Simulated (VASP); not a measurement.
Si:

```xyz
2
Lattice="0.0000 2.7136 2.7136 2.7136 0.0000 2.7136 2.7136 2.7136 0.0000" Properties=species:S:1:pos:R:3 pbc="T T T"
Si    4.0703    4.0703    4.0703
Si    2.7136    2.7136    2.7136
```

```yaml
Program: VASP 6.6.1
Task: relaxation of cell and atoms
Functional: PBE
Potentials_or_basis: VASP PAW PBE potentials, release 64 (Si)
Cutoff: 600 eV
k_mesh: 10 × 10 × 10
Occupations: gaussian, width 0.03 eV
Spin: no spin polarisation
```

At the start: pressure 2.1 GPa; volume 19.98 Å³/atom.

**Question.** Where does the relaxation end?

**Answer.** Over 3 steps the energy falls by 3.0 meV/atom and the volume is 20.44 Å³/atom (+2.3 %); space group Fd-3m (No. 227, to 0.05 Å).

Step by step:
| step | energy change (eV) | largest force (eV/Å) | pressure (GPa) | volume (Å³) |
| --- | --- | --- | --- | --- |
| 1 | 0.0000 | 0.0000 | 2.15 | 39.96 |
| 2 | -0.0033 | 0.0000 | -1.34 | 41.53 |
| 3 | -0.0060 | 0.0000 | 0.01 | 40.89 |

Final structure:
```
CELL_PARAMETERS angstrom
0.00000 2.73430 2.73430
2.73430 0.00000 2.73430
2.73430 2.73430 0.00000
ATOMIC_POSITIONS crystal
Si 0.75000 0.75000 0.75000
Si 0.50000 0.50000 0.50000
```
